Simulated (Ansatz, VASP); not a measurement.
One calculation of MoOs, two programs

```
Mo Os
1.0
     2.71221    0.00000    0.00000
    -1.35611    2.34884    0.00000
     0.00000    0.00000    4.73241
Mo Os
1 1
Cartesian
  1.3561 0.7829 2.3662
  0.0000 1.5659 0.0000
```

Change from the starting cell: strain -0.025 along x and y, +0.050 along z, atoms carried along.

Alike in both runs: task single point; functional LDA; k mesh 21 × 21 × 10; occupations gaussian, width 0.15 eV; no spin polarisation.

|  | VASP | Ansatz |
| --- | --- | --- |
| version | VASP 6.6.1 | Ansatz 0.2.0 |
| potentials or method | VASP PAW LDA potentials, release 64 (Mo_sv, Os) | scalar-relativistic, plane waves, PAW |
| plane-wave cutoff (eV) | 520 | 420 |
| valence electrons in the cell | 22 | 30 |

Ansatz gave:

```
gap on the k mesh at the Fermi level (eV)       : none
pressure (GPa)                                  : -14.3
largest component of the traceless stress (GPa) : 20.49
```

Task: Which values does VASP return?

Result: gap on the k mesh at the Fermi level (eV): none; pressure (GPa): -13.5; largest component of the traceless stress (GPa): 20.65.

A gap of «none» marks a metal or a gap that the smearing closes. The two sets of potentials don't hold the same shells in valence.

Spin-orbit coupling is left out, which matters for the levels of Os.
